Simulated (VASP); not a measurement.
Output of a VASP run:

**OSZICAR**
```
       N       E                     dE             d eps       ncg     rms          rms(c)
DAV:   1     0.799682290078E+02    0.79968E+02   -0.78994E+03   754   0.135E+03
DAV:   2    -0.166438211778E+01   -0.81633E+02   -0.78118E+02   829   0.256E+02
DAV:   3    -0.700447483816E+01   -0.53401E+01   -0.53212E+01   929   0.700E+01
DAV:   4    -0.706318192864E+01   -0.58707E-01   -0.58693E-01   844   0.771E+00
DAV:   5    -0.706407100470E+01   -0.88908E-03   -0.88907E-03   909   0.898E-01    0.647E+00
DAV:   6    -0.668539469191E+01    0.37868E+00   -0.84602E-01  1149   0.282E+01    0.492E+00
DAV:   7    -0.666795172461E+01    0.17443E-01   -0.22721E-01   804   0.448E+00    0.246E+00
DAV:   8    -0.666827024862E+01   -0.31852E-03   -0.52703E-03   854   0.687E-01    0.584E-01
DAV:   9    -0.666864870730E+01   -0.37846E-03   -0.80566E-04   877   0.273E-01    0.106E-01
DAV:  10    -0.666879717945E+01   -0.14847E-03   -0.15041E-04   804   0.107E-01    0.459E-02
DAV:  11    -0.666881668746E+01   -0.19508E-04   -0.21742E-05   864   0.434E-02    0.516E-03
DAV:  12    -0.666881802393E+01   -0.13365E-05   -0.23552E-06   769   0.102E-02    0.374E-03
DAV:  13    -0.666881794514E+01    0.78791E-07   -0.85441E-08   537   0.313E-03
   1 F= -.66688179E+01 E0= -.66688179E+01  d E =-.386020E-13
```

### OUTCAR
```
------------------------ aborting loop because EDIFF is reached ----------------------------------------
  FORCE on cell =-STRESS in cart. coord.  units (eV):
  Direction    XX          YY          ZZ          XY          YZ          ZX
  --------------------------------------------------------------------------------------
  Total       -0.8299365     -0.8299365     -0.8299365     -0.0000000      0.0000000     -0.0000000
  in kB      -31.6536000    -31.6536000    -31.6536000     -0.0000000      0.0000000     -0.0000000
  external PRESSURE =     -31.6536000 kB  Pullay stress =       0.0000000 kB
  volume of cell :       42.01
      direct lattice vectors                 reciprocal lattice vectors
     0.000000000  2.759100000  2.759100000    -0.181218513  0.181218513  0.181218513
     2.759100000  0.000000000  2.759100000     0.181218513 -0.181218513  0.181218513
     2.759100000  2.759100000  0.000000000     0.181218513  0.181218513 -0.181218513
  FREE ENERGIE OF THE ION-ELECTRON SYSTEM (eV)
  ---------------------------------------------------
  free  energy   TOTEN  =        -6.6688179451 eV

  energy  without entropy=       -6.6688179451  energy(sigma->0) =       -6.66881795

 total charge

# of ion       s       p       d       tot
------------------------------------------
    1        0.500   0.421   9.827  10.748
    2        1.317   2.408   0.000   3.725
--------------------------------------------------
tot          1.817   2.829   9.827  14.473
```
(Selected blocks of OUTCAR.)

### POSCAR
```
ZnS
1
    0.0000000000     2.7591000000     2.7591000000
    2.7591000000     0.0000000000     2.7591000000
    2.7591000000     2.7591000000     0.0000000000
Zn S
1 1
Direct
  0.0000000000   0.0000000000   0.0000000000
  0.2500000000   0.2500000000   0.2500000000
```

Reconstruct the remaining input files.

Several could match; the one computed here: the input of the run itself, PBE GGA + U (Dudarev), plane waves, VASP's PBE PAW potentials (set 64).

**INCAR**
```
SYSTEM  =  ZnS
PREC  =  Accurate; ENCUT  =  400; LREAL  =  F
LASPH  =  T
EDIFF  =  1E-6; NELM  =  100; ALGO  =  Normal
LMAXMIX  =  4
ISMEAR  =  0; SIGMA  =  0.05
GGA  =  PE
LDAUL  =  2 -1
LDAUU  =  2.0 0
LDAUJ  =  0 0
LDAU  =  T; LDAUTYPE  =  2; LDAUPRINT  =  1
ISIF  =  2
LWAVE  =  F; LCHARG  =  F; LORBIT  =  10
```

File KPOINTS:
```
Automatic mesh
0
Gamma
8 8 8
0 0 0
```

POTCAR, in this order: Zn S (PBE.64 set). Program: vasp_std.

The compound is ZnS in the zinc blende structure. The cell was not relaxed at this level. The run is one of a series of settings (LDAU = .TRUE., LDAUJ = 0 0, LDAUL = 2 -1, LDAUTYPE = 2, LDAUU = 2.0 0 against the base run), some of them coarse on purpose.
